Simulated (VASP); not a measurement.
Wanted: the native input for a VASP 6.6.1 run.

```yaml
Task: relaxation of cell and atoms
Functional: LDA
Potentials_or_basis: VASP PAW LDA potentials, release 64 (Cs_sv, Li_sv, Mo_sv, O)
Cutoff: 600 eV
k_mesh: 6 × 6 × 6
Occupations: gaussian, width 0.03 eV
Spin: no spin polarisation
Further_INCAR_settings: ALGO = Normal; EDIFF = 1e-07; IBRION = 2; EDIFFG = -0.005; NSW = 90; ISIF = 3
```

The structure of CsLiMoO4 lies in POSCAR:

```
CsLiMoO4                                
1.0
   -0.0000000000      4.1232993623      4.1232993623
    4.1232993623      0.0000000000      4.1232993623
    4.1232993623      4.1232993623     -0.0000000000
  Cs              Li              Mo              O             
     1     1     1     4
Direct
     0.7500000000000000    0.7500000000000000    0.7500000000000000
     0.5000000000000000    0.5000000000000000    0.5000000000000000
     0.2500000000000000    0.2500000000000000    0.2500000000000000
     0.8810066730502116    0.3729977756499318    0.3729977756499318
     0.3729977756499318    0.3729977756499318    0.8810066730502116
     0.3729977756499318    0.8810066730502116    0.3729977756499318
     0.3729977756499318    0.3729977756499318    0.3729977756499318
```

The cell comes from a database or a generator and needn't be the stable form of this composition.

One way to write it, as run:

INCAR

```
PREC     = Accurate       # precision mode
ENCUT    = 600            # plane-wave cutoff, eV
EDIFF    = 1E-7           # SCF threshold, eV
ISMEAR   = 0              # smearing method
SIGMA    = 0.03           # smearing width, eV
LREAL    = F              # projectors in reciprocal space
LASPH    = T              # aspherical terms in the spheres
NELM     = 80             # most SCF steps
ALGO     = Normal         # electronic algorithm
ISIF     = 3              # what is computed and relaxed
LWAVE    = F              # write WAVECAR
LCHARG   = F              # write CHGCAR
IBRION   = 2              # ionic algorithm
NSW      = 90             # ionic steps
EDIFFG   = -0.005         # ionic threshold
KPAR     = 2
```

KPOINTS

```
regular mesh
0
Gamma
  6 6 6
```

Potentials or basis: VASP PAW LDA potentials, release 64 (Cs_sv, Li_sv, Mo_sv, O).

Run with:

```sh
$ cat potpaw_LDA.64/Cs_sv/POTCAR potpaw_LDA.64/Li_sv/POTCAR potpaw_LDA.64/Mo_sv/POTCAR potpaw_LDA.64/O/POTCAR > POTCAR
$ mpirun -np 2 vasp_std > vasp.out
```

Results of the run:

```json
{
  "Relaxed volume": "20.06 Å³/atom",
  "Relaxed cell": "a = 5.834 Å, b = 5.834 Å, c = 5.834 Å, α = 60.00°, β = 60.00°, γ = 60.00°",
  "Space group after relaxing (to 0.05 Å)": "F-43m (No. 216)",
  "Energy gained by relaxing": "0.0 meV/atom",
  "Ionic steps": "4",
  "Pressure after relaxing": "0.0 GPa",
  "Largest force after relaxing": "0.004 eV/Å",
  "Band gap on the k mesh": "4.45 eV, indirect (least direct gap 4.52 eV)"
}
```

Caveat: the cutoff is under 1.25 times the usual one of these potentials, so pressure, stress and relaxed cells hold a basis-set (Pulay) error; spin-orbit coupling is left out, which moves the levels of the heavy elements.

Wall time 85 s on 2 MPI ranks on Intel(R) Xeon(R) Platinum 8488C (Sapphire Rapids), with other jobs on the host, peak memory 0.3 GiB a rank.
